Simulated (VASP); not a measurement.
```
CELL_PARAMETERS angstrom
      4.29123     0.00000     0.00000
      0.00000     4.41293     0.00000
      0.00000     0.00000    20.02510
ATOMIC_POSITIONS crystal
  Sn 0.75000 0.90788 0.56928
  Sn 0.25000 0.40788 0.43072
  Se 0.25000 0.46672 0.56643
  Se 0.75000 0.96672 0.43357
```

Level of theory: PBE GGA, VASP's PBE PAW potentials (set 64) (plane waves; VASP). Settings: 400 eV cut-off, 5×5×1 Γ-centred mesh, Gaussian smearing of 0.050 eV, potentials Sn_d Se.

The cell holds a wide vacuum, so values per volume refer to the whole cell.

What does the run give for the energy per atom (σ→0)?

```json
{
  "energy per atom (σ→0)": "-4.066 eV/atom"
}
```

The absolute energy has meaning only against runs of the same code, potentials and settings.

The cell is a sheet with vacuum, built from a generated structure.
